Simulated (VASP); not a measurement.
# FeGe: magnetic orders, part 2 of 3

Wanted: the lowest of several collinear orders of FeGe. The start is a cell from a database of measured crystal structures.

VASP 6.6.1, plane waves and PAW; the level of theory is named at each step.

Still holding for the runs below: The magnetic state follows from one typed start and may not be the lowest. The k-mesh is coarse for a metal. A U on the itinerant d states of such a compound is hard to justify; it moves the bands at the Fermi level and favours large moments.

So far: Starting point; Magnetic order, start order fm, signs ++++.

The database entry behind the starting cell differs from later determinations by our own check (about 0.2 % short), so it need not match the best structure at ambient conditions.

## Step 2: Magnetic order, start order fm, signs ++++ (continued)

Level of this step: LDA, DFT+U (Fe d 2 eV), spin-polarised, from parallel moments; plane waves and PAW (Ge_d, Fe) (VASP).

Valence density in the ac plane at fractional y = 0.135, with atoms of Ge and Fe within 0.2 Å of it. It is the smooth field of the valence electrons, not physical close to the nuclei.

Values in e/Å³, 14 rows by 14 columns, each cell a mean:
```
 0  0  0  0  0  0  0  0  0  0  0  0  0  0
 0  0  0  0  0  0  0  0  0  0  0  0  0  0
 0  0  0  0  0  0  0  0  0  0  0  0  0  0
 0  0  0  0  0  0  0  0  0  0  0  0  0  0
 0  0  1  0  0  0  0  0  0  0  0  0  0  0
 0  0  0  0  0  0  0  0  0  0  0  0  0  0
 0  0  0  0  0  0  0  0  1  1  1  0  0  0
 0  0  0  0  0  0  0  1  4  7  4  1  0  0
 0  0  0  0  0  0  0  2 10 15 10  2  0  0
 0  1  1  1  0  0  0  2  9 14  9  2  0  0
 1  3  4  2  1  0  0  1  3  5  3  1  0  0
 2  6  7  4  1  0  0  0  1  1  1  0  0  0
 2  5  6  3  1  0  0  0  0  0  0  0  0  0
 1  2  2  1  0  0  0  0  0  0  0  0  0  0
```
Columns run along a (4.7 Å), rows up along c (4.7 Å). Atoms in or near the plane, at fractional coordinates: Ge at (0.66, 0.34), Fe at (0.13, 0.13).

The largest moment at the end is 1.89 μB, and the moments of the cell sum to 6.76 μB.

## Step 3: Magnetic order, start order AFM 1, signs ++--

This step: LDA, DFT+U (Fe d 2 eV), spin-polarised, from moments of both signs; plane waves and PAW (Ge_d, Fe) (VASP 6.6.1).

Input file INCAR:

```
SYSTEM = FeGe
PREC = Normal
ENCUT = 380
EDIFF = 1E-06
NELM = 150
ISMEAR = 0
SIGMA = 0.05
LREAL = .FALSE.
ALGO = Normal
GGA = CA
NBANDS = 58
ISPIN = 2
MAGMOM = 0 0 0 0 3 3 -3 -3
LDAU = .TRUE.
LDAUTYPE = 2
LDAUL = -1 2
LDAUU = 0 2
LDAUJ = 0 0
LDAUPRINT = 1
LASPH = .TRUE.
LMAXMIX = 4
LORBIT = 11
LWAVE = .FALSE.
LCHARG = .TRUE.
AMIX = 0.2
BMIX = 1E-04
AMIX_MAG = 0.8
BMIX_MAG = 1E-04
```

Input file POSCAR:

```
FeGe
1.0
    4.6890000000      0.0000000000      0.0000000000
    0.0000000000      4.6890000000      0.0000000000
    0.0000000000      0.0000000000      4.6890000000
Ge Fe
4 4
Direct
    0.1580000000      0.3420000000      0.6580000000
    0.3420000000      0.6580000000      0.1580000000
    0.6580000000      0.1580000000      0.3420000000
    0.8420000000      0.8420000000      0.8420000000
    0.8650000000      0.6350000000      0.3650000000
    0.6350000000      0.3650000000      0.8650000000
    0.3650000000      0.8650000000      0.6350000000
    0.1350000000      0.1350000000      0.1350000000
```

Input file KPOINTS:

```
Automatic mesh
0
Gamma
4 4 4
0 0 0
```

The projector-augmented-wave data sets are Ge_d and Fe (LDA family, release 64).

The run is started by

```
$ mpirun -np 1 vasp_std
```

What it wrote:

```text
[... set-up lines as in an earlier step ...]
 entering main loop
       N       E                     dE             d eps       ncg     rms          rms(c)
DAV:   1     0.876719621460E+03    0.87672E+03   -0.29448E+04  7266   0.336E+03
DAV:   2     0.127806386075E+03   -0.74891E+03   -0.71234E+03  6264   0.799E+02
DAV:   3    -0.426453079182E+02   -0.17045E+03   -0.16184E+03  6272   0.240E+02
DAV:   4    -0.557529821184E+02   -0.13108E+02   -0.12817E+02  7502   0.773E+01
DAV:   5    -0.561065033332E+02   -0.35352E+00   -0.35206E+00  7510   0.144E+01    0.249E+01
DAV:   6    -0.515975043825E+02    0.45090E+01   -0.20087E+01  7548   0.455E+01    0.123E+01
DAV:   7    -0.513354817237E+02    0.26202E+00   -0.25603E+00  7562   0.180E+01    0.744E+00
DAV:   8    -0.511967041535E+02    0.13878E+00   -0.61677E-01  8618   0.549E+00    0.453E+00
DAV:   9    -0.511590403198E+02    0.37664E-01   -0.44066E-01  8248   0.438E+00    0.107E+00
DAV:  10    -0.511684530436E+02   -0.94127E-02   -0.85250E-02  6922   0.346E+00    0.738E-01
DAV:  11    -0.511730537562E+02   -0.46007E-02   -0.12330E-02  6976   0.847E-01    0.393E-01
DAV:  12    -0.511755891047E+02   -0.25353E-02   -0.33703E-03  8106   0.315E-01    0.200E-01
DAV:  13    -0.511763320127E+02   -0.74291E-03   -0.24224E-03  7406   0.352E-01    0.105E-01
DAV:  14    -0.511764165151E+02   -0.84502E-04   -0.77415E-04  8116   0.233E-01    0.540E-02
DAV:  15    -0.511764602269E+02   -0.43712E-04   -0.11932E-04  7046   0.755E-02    0.303E-02
DAV:  16    -0.511764821860E+02   -0.21959E-04   -0.10199E-04  6784   0.543E-02    0.200E-02
DAV:  17    -0.511764860484E+02   -0.38624E-05   -0.18253E-05  7184   0.361E-02    0.926E-03
DAV:  18    -0.511764887281E+02   -0.26798E-05   -0.82869E-06  4310   0.140E-02    0.631E-03
DAV:  19    -0.511764899225E+02   -0.11944E-05   -0.51518E-06  4282   0.904E-03    0.411E-03
DAV:  20    -0.511764901894E+02   -0.26686E-06   -0.15571E-06  3728   0.642E-03
   1 F= -.51176490E+02 E0= -.51175059E+02  d E =-.286242E-02  mag=    -0.0000
```

Elapsed: 2.2 min, on 1 MPI rank of AMD EPYC 9R14 (Zen 4), shared host; peak memory 0.21 GiB.

OUTCAR, selected parts (step 3):

```text
 Found     27 irreducible k-points:

   k-points           NKPTS =     27   k-points in BZ     NKDIM =     27   number of bands    NBANDS=     58

   NELECT =      88.0000    total number of electrons

atom =   5  type =  2  l = 2

 onsite density matrix

spin component  1

  0.8407 -0.0025  0.0035  0.0045  0.0094
 -0.0025  0.8340 -0.0089  0.0049 -0.0238
  0.0035 -0.0089  0.8593 -0.0098 -0.0070
  0.0045  0.0049 -0.0098  0.8336 -0.0121
  0.0094 -0.0238 -0.0070 -0.0121  0.8303

spin component  2

  0.3782  0.1066  0.0177 -0.1320 -0.0176
  0.1066  0.4407  0.0710 -0.0175 -0.0571
  0.0177  0.0710  0.4261 -0.0225  0.0288
 -0.1320 -0.0175 -0.0225  0.4678 -0.0733
 -0.0176 -0.0571  0.0288 -0.0733  0.5946

 occupancies and eigenvectors

  o =  0.2450  v =  0.0000  0.0000  0.0000  0.0000  0.0000  0.7737 -0.4128  0.1341  0.4581  0.0566      0.0000  0.0000  0.0000  0.0000  0.0000  0.0000  0.0000  0.0000  0.0000  0.0000
  o =  0.3523  v =  0.0000  0.0000  0.0000  0.0000  0.0000 -0.1700 -0.5809  0.6165 -0.3751 -0.3360      0.0000  0.0000  0.0000  0.0000  0.0000  0.0000  0.0000  0.0000  0.0000  0.0000
  o =  0.4510  v =  0.0000  0.0000  0.0000  0.0000  0.0000 -0.2349  0.3726  0.7127  0.4955  0.2292      0.0000  0.0000  0.0000  0.0000  0.0000  0.0000  0.0000  0.0000  0.0000  0.0000
  o =  0.6155  v =  0.0000  0.0000  0.0000  0.0000  0.0000  0.5235  0.5943  0.2531 -0.3717 -0.4129      0.0000  0.0000  0.0000  0.0000  0.0000  0.0000  0.0000  0.0000  0.0000  0.0000
  o =  0.6437  v =  0.0000  0.0000  0.0000  0.0000  0.0000  0.2080 -0.0145  0.1731 -0.5155  0.8129      0.0000  0.0000  0.0000  0.0000  0.0000  0.0000  0.0000  0.0000  0.0000  0.0000
  o =  0.8023  v = -0.1974  0.5472  0.2370  0.2949  0.7200  0.0000  0.0000  0.0000  0.0000  0.0000      0.0000  0.0000  0.0000  0.0000  0.0000  0.0000  0.0000  0.0000  0.0000  0.0000
  o =  0.8268  v =  0.3533  0.5520 -0.1086 -0.7472  0.0191  0.0000  0.0000  0.0000  0.0000  0.0000      0.0000  0.0000  0.0000  0.0000  0.0000  0.0000  0.0000  0.0000  0.0000  0.0000
  o =  0.8425  v =  0.8648  0.1082  0.1181  0.4697 -0.0764  0.0000  0.0000  0.0000  0.0000  0.0000      0.0000  0.0000  0.0000  0.0000  0.0000  0.0000  0.0000  0.0000  0.0000  0.0000
  o =  0.8582  v = -0.2282  0.3879  0.6566  0.0679 -0.6014  0.0000  0.0000  0.0000  0.0000  0.0000      0.0000  0.0000  0.0000  0.0000  0.0000  0.0000  0.0000  0.0000  0.0000  0.0000
  o =  0.8681  v =  0.1904 -0.4833  0.6978 -0.3598  0.3372  0.0000  0.0000  0.0000  0.0000  0.0000      0.0000  0.0000  0.0000  0.0000  0.0000  0.0000  0.0000  0.0000  0.0000  0.0000

atom =   6  type =  2  l = 2

 onsite density matrix

spin component  1

  0.8407  0.0025  0.0035 -0.0045  0.0094
  0.0025  0.8340  0.0089  0.0049  0.0238
  0.0035  0.0089  0.8593  0.0098 -0.0070
 -0.0045  0.0049  0.0098  0.8336  0.0121
  0.0094  0.0238 -0.0070  0.0121  0.8303

spin component  2

  0.3782 -0.1066  0.0177  0.1320 -0.0176
 -0.1066  0.4407 -0.0710 -0.0175  0.0571
  0.0177 -0.0710  0.4261  0.0225  0.0288
  0.1320 -0.0175  0.0225  0.4678  0.0733
 -0.0176  0.0571  0.0288  0.0733  0.5946

 occupancies and eigenvectors

  o =  0.2450  v =  0.0000  0.0000  0.0000  0.0000  0.0000  0.7737  0.4128  0.1341 -0.4581  0.0566      0.0000  0.0000  0.0000  0.0000  0.0000  0.0000  0.0000  0.0000  0.0000  0.0000
  o =  0.3523  v =  0.0000  0.0000  0.0000  0.0000  0.0000  0.1700 -0.5809 -0.6165 -0.3751  0.3360      0.0000  0.0000  0.0000  0.0000  0.0000  0.0000  0.0000  0.0000  0.0000  0.0000
  o =  0.4510  v =  0.0000  0.0000  0.0000  0.0000  0.0000 -0.2349 -0.3726  0.7127 -0.4955  0.2292      0.0000  0.0000  0.0000  0.0000  0.0000  0.0000  0.0000  0.0000  0.0000  0.0000
  o =  0.6155  v =  0.0000  0.0000  0.0000  0.0000  0.0000 -0.5235  0.5943 -0.2531 -0.3717  0.4129      0.0000  0.0000  0.0000  0.0000  0.0000  0.0000  0.0000  0.0000  0.0000  0.0000
  o =  0.6437  v =  0.0000  0.0000  0.0000  0.0000  0.0000  0.2080  0.0145  0.1731  0.5155  0.8129      0.0000  0.0000  0.0000  0.0000  0.0000  0.0000  0.0000  0.0000  0.0000  0.0000
  o =  0.8023  v = -0.1974 -0.5472  0.2370 -0.2949  0.7200  0.0000  0.0000  0.0000  0.0000  0.0000      0.0000  0.0000  0.0000  0.0000  0.0000  0.0000  0.0000  0.0000  0.0000  0.0000
  o =  0.8268  v =  0.3533 -0.5520 -0.1086  0.7472  0.0191  0.0000  0.0000  0.0000  0.0000  0.0000      0.0000  0.0000  0.0000  0.0000  0.0000  0.0000  0.0000  0.0000  0.0000  0.0000
  o =  0.8425  v =  0.8648 -0.1082  0.1181 -0.4697 -0.0764  0.0000  0.0000  0.0000  0.0000  0.0000      0.0000  0.0000  0.0000  0.0000  0.0000  0.0000  0.0000  0.0000  0.0000  0.0000
  o =  0.8582  v =  0.2282  0.3879 -0.6566  0.0679  0.6014  0.0000  0.0000  0.0000  0.0000  0.0000      0.0000  0.0000  0.0000  0.0000  0.0000  0.0000  0.0000  0.0000  0.0000  0.0000
  o =  0.8681  v = -0.1904 -0.4833 -0.6978 -0.3598 -0.3372  0.0000  0.0000  0.0000  0.0000  0.0000      0.0000  0.0000  0.0000  0.0000  0.0000  0.0000  0.0000  0.0000  0.0000  0.0000

atom =   7  type =  2  l = 2

 onsite density matrix

spin component  1

  0.3782 -0.1066 -0.0177 -0.1320  0.0176
 -0.1066  0.4407  0.0710  0.0175 -0.0571
 -0.0177  0.0710  0.4261  0.0225  0.0288
 -0.1320  0.0175  0.0225  0.4678  0.0733
  0.0176 -0.0571  0.0288  0.0733  0.5946

spin component  2

  0.8407  0.0025 -0.0035  0.0045 -0.0094
  0.0025  0.8340 -0.0089 -0.0049 -0.0238
 -0.0035 -0.0089  0.8593  0.0098 -0.0070
[...]
-0.0025  0.8340  0.0089 -0.0049  0.0238
 -0.0035  0.0089  0.8593 -0.0098 -0.0070
 -0.0045 -0.0049 -0.0098  0.8336 -0.0121
 -0.0094  0.0238 -0.0070 -0.0121  0.8303

 occupancies and eigenvectors

  o =  0.2450  v =  0.7737 -0.4128 -0.1341 -0.4581 -0.0566  0.0000  0.0000  0.0000  0.0000  0.0000      0.0000  0.0000  0.0000  0.0000  0.0000  0.0000  0.0000  0.0000  0.0000  0.0000
  o =  0.3523  v = -0.1700 -0.5809 -0.6165  0.3751  0.3360  0.0000  0.0000  0.0000  0.0000  0.0000      0.0000  0.0000  0.0000  0.0000  0.0000  0.0000  0.0000  0.0000  0.0000  0.0000
  o =  0.4510  v =  0.2349 -0.3726  0.7127  0.4955  0.2292  0.0000  0.0000  0.0000  0.0000  0.0000      0.0000  0.0000  0.0000  0.0000  0.0000  0.0000  0.0000  0.0000  0.0000  0.0000
  o =  0.6155  v = -0.5235 -0.5943  0.2531 -0.3717 -0.4129  0.0000  0.0000  0.0000  0.0000  0.0000      0.0000  0.0000  0.0000  0.0000  0.0000  0.0000  0.0000  0.0000  0.0000  0.0000
  o =  0.6437  v = -0.2080  0.0145  0.1731 -0.5155  0.8129  0.0000  0.0000  0.0000  0.0000  0.0000      0.0000  0.0000  0.0000  0.0000  0.0000  0.0000  0.0000  0.0000  0.0000  0.0000
  o =  0.8023  v =  0.0000  0.0000  0.0000  0.0000  0.0000  0.1974 -0.5472  0.2370  0.2949  0.7200      0.0000  0.0000  0.0000  0.0000  0.0000  0.0000  0.0000  0.0000  0.0000  0.0000
  o =  0.8268  v =  0.0000  0.0000  0.0000  0.0000  0.0000  0.3533  0.5520  0.1086  0.7472 -0.0191      0.0000  0.0000  0.0000  0.0000  0.0000  0.0000  0.0000  0.0000  0.0000  0.0000
  o =  0.8425  v =  0.0000  0.0000  0.0000  0.0000  0.0000  0.8648  0.1082 -0.1181 -0.4697  0.0764      0.0000  0.0000  0.0000  0.0000  0.0000  0.0000  0.0000  0.0000  0.0000  0.0000
  o =  0.8582  v =  0.0000  0.0000  0.0000  0.0000  0.0000  0.2282 -0.3879  0.6566  0.0679 -0.6014      0.0000  0.0000  0.0000  0.0000  0.0000  0.0000  0.0000  0.0000  0.0000  0.0000
  o =  0.8681  v =  0.0000  0.0000  0.0000  0.0000  0.0000 -0.1904  0.4833  0.6978 -0.3598  0.3372      0.0000  0.0000  0.0000  0.0000  0.0000  0.0000  0.0000  0.0000  0.0000  0.0000

 E-fermi :   7.8994

 spin component 1
 k-point     1 :       0.0000    0.0000    0.0000
  band No.  band energies     occupation
    ...
     40       6.8701      1.00000
     41       6.8710      1.00000
     42       7.0921      1.00000
     43       7.3140      1.00000
     44       7.8163      0.99068
     45       8.0029      0.00171
     46       8.4121      0.00000
     47       8.8689      0.00000
     48       9.5151      0.00000
     49       9.6257      0.00000
    ...

 k-point     2 :       0.2500    0.0000    0.0000
  band No.  band energies     occupation
    ...
     40       6.4178      1.00000
     41       6.8119      1.00000
     42       7.1028      1.00000
     43       7.6069      1.00000
     44       7.7412      1.00000
     45       7.9509      0.07273
     46       8.4086      0.00000
     47       9.0714      0.00000
     48       9.2167      0.00000
     49       9.5648      0.00000
    ...

 k-point     3 :       0.0000    0.2500    0.0000
  band No.  band energies     occupation
    ...
     40       6.4340      1.00000
     41       6.8446      1.00000
     42       7.1508      1.00000
     43       7.4474      1.00000
     44       7.7504      0.99999
     45       7.9821      0.00971
     46       8.4641      0.00000
     47       8.9982      0.00000
     48       9.3721      0.00000
     49       9.4827      0.00000
    ...

 k-point     4 :       0.0000    0.0000    0.2500
  band No.  band energies     occupation
    ...
     39       6.4106      1.00000
     40       6.4145      1.00000
     41       6.9247      1.00000
     42       7.0606      1.00000
     43       7.4353      1.00000
     44       7.9814      0.01022
     45       8.0215      0.00028
     46       8.1065      0.00000
     47       8.9100      0.00000
     48       9.4393      0.00000
    ...

  Total       -4.8582925     -5.6675370     -6.2733552      0.0000000      0.0000000      0.0000000
  in kB      -75.5011459    -88.0773510    -97.4921762      0.0000000      0.0000000      0.0000000
  external PRESSURE =     -87.0235577 kB  Pullay stress =       0.0000000 kB

 POSITION                                       TOTAL-FORCE (eV/Angst)
 -----------------------------------------------------------------------------------
      0.74086      1.60364      3.08536         0.115205     -0.002029      0.107792
      1.60364      3.08536      0.74086        -0.115205      0.002029      0.107792
      3.08536      0.74086      1.60364         0.115205      0.002029     -0.107792
      3.94814      3.94814      3.94814        -0.115205     -0.002029     -0.107792
      4.05599      2.97751      1.71149        -0.178544     -0.364634      0.063020
      2.97751      1.71149      4.05599         0.178544      0.364634      0.063020
      1.71149      4.05599      2.97751        -0.178544      0.364634     -0.063020
      0.63301      0.63301      0.63301         0.178544     -0.364634     -0.063020
 -----------------------------------------------------------------------------------
    total drift:                                0.000001      0.000001     -0.000000

  FREE ENERGIE OF THE ION-ELECTRON SYSTEM (eV)
  ---------------------------------------------------
  free  energy   TOTEN  =       -51.1764901894 eV

  energy  without entropy=      -51.1736277686  energy(sigma->0) =      -51.17505898

 total charge
# of ion       s       p       d       tot
------------------------------------------
    1        1.138   1.247  10.105  12.490
    2        1.138   1.247  10.105  12.490
    3        1.138   1.247  10.105  12.490
    4        1.138   1.247  10.105  12.490
    5        0.381   0.494   6.474   7.349
    6        0.381   0.494   6.474   7.349
    7        0.381   0.494   6.474   7.349
    8        0.381   0.494   6.474   7.349
--------------------------------------------------
tot          6.076   6.961  66.316  79.353

 magnetization (x)
# of ion       s       p       d       tot
------------------------------------------
    1       -0.004   0.019  -0.001   0.014
    2       -0.004   0.019  -0.001   0.014
    3        0.004  -0.019   0.001  -0.014
    4        0.004  -0.019   0.001  -0.014
    5        0.014   0.017   1.890   1.921
    6        0.014   0.017   1.890   1.921
    7       -0.014  -0.017  -1.890  -1.921
    8       -0.014  -0.017  -1.890  -1.921
--------------------------------------------------
tot          0.000   0.000   0.000   0.000

[... 7 parts as in an earlier step ...]

[... 5 further parts left out ...]
```

Numbers from this step:

```
electronic cycles       : 20
free energy (TOTEN)     : -51.1765 eV
energy at zero smearing : -51.1751 eV
Fermi energy            : 7.899 eV
```

Spin moment in the PAW sphere by atom:

```
atom  spin moment in the PAW sphere (μB)
 Ge1                                0.01
 Ge2                                0.01
 Ge3                               -0.01
 Ge4                               -0.01
 Fe5                                1.92
 Fe6                                1.92
 Fe7                               -1.92
 Fe8                               -1.92
```

Force by atom:

```
atom  x (eV/Å)  y (eV/Å)  z (eV/Å)   size
 Ge1     0.115    -0.002     0.108  0.158
 Ge2    -0.115     0.002     0.108  0.158
 Ge3     0.115     0.002    -0.108  0.158
 Ge4    -0.115    -0.002    -0.108  0.158
 Fe5    -0.179    -0.365     0.063  0.411
 Fe6     0.179     0.365     0.063  0.411
 Fe7    -0.179     0.365    -0.063  0.411
 Fe8     0.179    -0.365    -0.063  0.411
```

Spin density in the ac plane at fractional y = 0.135, with atoms of Ge and Fe within 0.2 Å of it.

Ten even steps from '_' (-2.4 e/Å³) to '@' (0.0 e/Å³), each cell a mean:
```
@@@@@@@@@@@@@@@@@@@@@@@@@@@@
@@@@@@@@@@@@@@@@@@@@@@@@@@@@
@@@@@@@@@@@@@@@@@@@@@@@@@@@@
@@@@@@@@@@@@@@@@@@@@@@@@@@@@
@@@@@@@@@@@@@@@@@@@@@@@@@@@@
@@@@@@@@@@@@@@@@@@@@@@@@@@@@
@@@@@@@@@@@@@@@@@@@@@@@@@@@@
@@@@@@@@@@@@@@@@@@@@@@@@@@@@
@@@@@@@@@@@@@@@@@@@@@@@@@@@@
@@%%%%@@@@@@@@@@@@@@@@@@@@@@
%%++==##@@@@@@@@@@@@@@@@@@@@
**..__++%%@@@@@@@@@@@@@@@@@@
##::..++@@@@@@@@@@@@@@@@@@@@
%%****%%@@@@@@@@@@@@@@@@@@@@
```
Columns run along a (4.7 Å), rows up along c (4.7 Å). Atoms in or near the plane, at fractional coordinates: Ge at (0.66, 0.34), Fe at (0.13, 0.13).

Valence density in the ac plane at fractional y = 0.135, with atoms of Ge and Fe within 0.2 Å of it. It is the smooth field of the valence electrons, not physical close to the nuclei.

Ten steps, logarithmic in the rise over the least value, from '0' (0 e/Å³) to '9' (15 e/Å³), each cell a mean:
```
12211000111111
11110000111111
11111000111100
11221100010000
12222110000000
01221111111000
01111112343100
00110114787410
11110126999621
23321126898521
46652113676322
68863111333212
57863100111112
35642000011011
```
Columns run along a (4.7 Å), rows up along c (4.7 Å). Atoms in or near the plane, at fractional coordinates: Ge at (0.66, 0.34), Fe at (0.13, 0.13).

The largest moment at the end is 1.92 μB, and the moments of the cell sum to 0.00 μB.

[end of part 2 of 3]

[Lines on the potential files, build, host, timing and source positions are cut from VASP's logs without a mark.]

[Logs are printed without paths, hosts, clocks, repeated set-up lines and the standing remarks that a program may print on its own settings, such as how far it seeks lower states.]

[Hosts, paths, dates, database ids (printed as entryN), source tags and the programs' standing remarks are cut or masked in the printed files.]

[In band tables of VASP the shares of atoms and orbitals are scaled to a sum of 1 inside the atoms' spheres.]

[Runs that stopped without an error message from VASP are left out.]
